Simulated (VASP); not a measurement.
Mg2Ge: energy against volume

Mg2Ge (antifluorite, Fm-3m, 21.917 Å³/atom and stress up to 0.13 GPa in the relaxed cell, cube axes along x, y and z) under an equal strain ε along all three axes. PBE in VASP (plane waves, PAW), 480 eV, 8×8×8 Γ-centred mesh, Gaussian smearing 0.05 eV; ions are relaxed, or left where forces stay under 0.02 eV/Å, within the symmetry of each cell.

Here V stands for volume and E for E less E0.

```
volume (Å³/atom)  E less E0 (meV/atom)  pressure (GPa)
----------------  --------------------  --------------
20.6281                          15.04            3.64
20.9455                           8.65            2.68
21.2661                           4.07            1.77
21.5899                           1.20            0.93
21.9170                           0.00            0.13
22.2474                           0.35           -0.60
22.5811                           2.20           -1.30
22.9182                           5.48           -1.94
23.2585                          10.12           -2.54
23.9493                              ?               ?
```

The 9 complete rows are fitted with the third-order Birch-Murnaghan form, a cubic in V^(-2/3), E against V. With u = V^(-2/3) - 0.128, the rows have u = 0.004952, 0.003605, 0.002279, 0.000973, -0.000313, -0.001581, -0.002829, -0.004060, -0.005271. Least squares gives E = 0.144 + 627.4·u + 479465·u² + 266425·u³. Residuals (row less fit): -0.001, 0.001, 0.003, -0.009, 0.005, 0.001, 0.000, -0.002, 0.001; standard error 0.005 (degrees of freedom: 5). Its minimum lies at u = -0.000655, so V0 = (0.127345)^(-3/2) = 22.01. There d²E/du² = 957900 and d³E/du³ = 1599000, so B0 = (4/9) × 22.01^(-7/3) × 957900 × 0.160218 = 50.3 GPa (the last factor turns the table's units into GPa), and B0' = 4 + (2/3) × 0.127345 × (1599000)/957900 = 4.1. B0' rests on the cubic coefficient alone and has a standard error of 0.1 from these residuals.

### Question
Estimate the missing E (V = 23.9493); what did the run itself give?

### Answer
u = -0.007643, so E = 0.144 + 627.4 × (-0.007643) + 479465 × (-0.007643)² + 266425 × (-0.007643)³ = 23.238 meV/atom. The calculation gives 23.17 meV/atom, 0.068 meV/atom below the prediction (0.3 % of the range of E in the table). The row lies outside the fitted rows, so this is an extrapolation. The scatter of the fitted rows lies at the last printed digit.

Other structures, which can take over under pressure, weren't tried. The same form fitted to the pressure column gives B0' = 4.2; series where the two differ by over 0.4 aren't shown. Rows are the converged runs of the series near zero and its far end, less any whose ions stayed unrelaxed beside relaxed ones; series whose fitted rows scatter by over a few per cent of the range, as at a crossing or softening among them, aren't shown in this form.
